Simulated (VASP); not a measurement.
Input:

```xyz
1
Lattice="-1.5800 1.5800 1.5800 1.5800 -1.5800 1.5800 1.5800 1.5800 -1.5800" Properties=species:S:1:pos:R:3 pbc="T T T"
W      0.0000     0.0000     0.0000
```

The numbers are results of PBE GGA, VASP's PBE PAW potentials (set 64) (plane waves; VASP), not measurements. Numerical set-up: 400 eV cut-off, 12×12×12 Γ-centred mesh, first-order Methfessel-Paxton smearing of 0.10 eV, potentials W_sv.

### Question
Give the stress tensor in GPa (positive for a compressed cell).

### Answer

```
7.96  0.00  0.00
0.00  7.96  0.00
0.00  0.00  7.96
```
The pressure is its mean diagonal, 7.96 GPa.

The compound is W in the bcc structure. The cell was not relaxed at this level.
